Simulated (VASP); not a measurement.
A VASP calculation is set up with these files.

### INCAR
```
! general
SYSTEM = NaF
PREC   = Accurate
ENCUT  = 520
LREAL  = F
LASPH  = T

! electronic loop
EDIFF  = 1E-6
NELM   = 100
ALGO   = Normal

! smearing
ISMEAR = 0
SIGMA  = 0.05

! functional
GGA    = PE

! ions
ISIF   = 2

! output
LWAVE  = F
LCHARG = F
```

POSCAR:
```
NaF
2.3150
  0.0000000000   1.0000000000   1.0000000000
  1.0000000000   0.0000000000   1.0000000000
  1.0000000000   1.0000000000   0.0000000000
Na F
1 1
Cart
  0.0000000000   0.0000000000   0.0000000000
  1.0000000000   1.0000000000   1.0000000000
```

KPOINTS:
```
Automatic mesh
0
Gamma
10 10 10
0 0 0
```

POTCAR, in this order: Na_pv F (PBE.64 set). Program: vasp_std.

Problem. Translate this PBE calculation to Ansatz.

Solution. One equivalent input (not run):
Ansatz 0.2 input:
```yaml
crystal:
  lattice:
    - [0.0000000, 2.3150000, 2.3150000]
    - [2.3150000, 0.0000000, 2.3150000]
    - [2.3150000, 2.3150000, 0.0000000]
  atoms:
    - { symbol: Na, position: [0.0000000, 0.0000000, 0.0000000] }
    - { symbol: F, position: [0.5000000, 0.5000000, 0.5000000] }
kpoints:
  mp_grid: { grid: [10, 10, 10] }
hamiltonian:
  xc: pbe
  pseudopotentials: { kind: paw }
scf:
  occupations: { method: gaussian, width: 0.05 }
  max_iter: 100
output: { forces: true, stress: true, eigenvalues: true }
```
Limits of the translation: each code has its own PAW files, so the cut-off isn't converted (ENCUT is set for VASP's; basis.ecutwfc is left out, and Ansatz then takes the one that its files recommend); Ansatz stops its SCF on the density residual and VASP on the energy change (EDIFF).

The compound is NaF in the rock salt structure. The cell was not relaxed at this level. The run is one of a series of settings (KPOINTS 10×10×10 Γ-centred mesh against the base run), some of them coarse on purpose.
